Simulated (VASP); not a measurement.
Method: PBE GGA with D4 dispersion, VASP's PBE PAW potentials (set 64) (plane waves; VASP).

VASP ran on this input.

### POSCAR
```
Au
1
    0.0000000000     2.0400000000     2.0400000000
    2.0400000000     0.0000000000     2.0400000000
    2.0400000000     2.0400000000     0.0000000000
Au
1
Direct
  0.0000000000   0.0000000000   0.0000000000
```

KPOINTS:
```
Automatic mesh
0
Gamma
14 14 14
0 0 0
```

### INCAR
```
ISMEAR = 1   # Methfessel-Paxton
EDIFFG = -0.01   # ionic stop
SIGMA = 0.1
ENCUT = 520   # plane-wave cut-off (eV)
PREC = Accurate
LASPH = .TRUE.
ISIF = 3   # ions, shape and volume
LWAVE = .FALSE.
NELM = 100
LREAL = .FALSE.   # projection in real space or not
EDIFF = 1E-6   # SCF stop (eV)
IBRION = 2   # conjugate gradients
NSW = 60
IVDW = 13
SYSTEM = Au
LCHARG = .FALSE.
ALGO = Normal
LMAXMIX = 6   # l cut-off of mixed one-centre charges
GGA = PE   # PBE
```

POTCAR, in this order: Au (PBE.64 set). Program: vasp_std.

Unless said otherwise, spin-orbit coupling is left out, though it shifts the bands of the heavy elements here.

Estimate the energy per atom (σ→0), dispersion energy, volume per atom, band gap (on the k-mesh).

The energy per atom (σ→0) comes out as -3.876 eV/atom. The dispersion energy is -0.669 eV and the band gap (on the k-mesh) is none (metal, semimetal or under 0.01 eV). The volume per atom is 17.28 Å³/atom.

File OSZICAR:
```
...
DAV:   1    -0.331188692121E+01   -0.95130E-01   -0.22081E+00  1909   0.166E+01    0.194E+00
DAV:   2    -0.321055160346E+01    0.10134E+00   -0.34626E-01  1886   0.568E+00    0.703E-01
DAV:   3    -0.320617239455E+01    0.43792E-02   -0.21327E-02  1937   0.134E+00    0.523E-01
DAV:   4    -0.320625678256E+01   -0.84388E-04   -0.93559E-04  2014   0.265E-01    0.722E-02
DAV:   5    -0.320624268467E+01    0.14098E-04   -0.15135E-05  1931   0.422E-02    0.673E-03
DAV:   6    -0.320624538144E+01   -0.26968E-05   -0.59573E-07  1591   0.729E-03    0.786E-04
DAV:   7    -0.320624550421E+01   -0.12276E-06   -0.37185E-08   940   0.209E-03
   3 F= -.38757016E+01 E0= -.38758821E+01  d E =-.283479E-02
```

The compound is Au in the fcc structure. This run relaxes it. Symmetry was kept, so distortions that lower it aren't found.
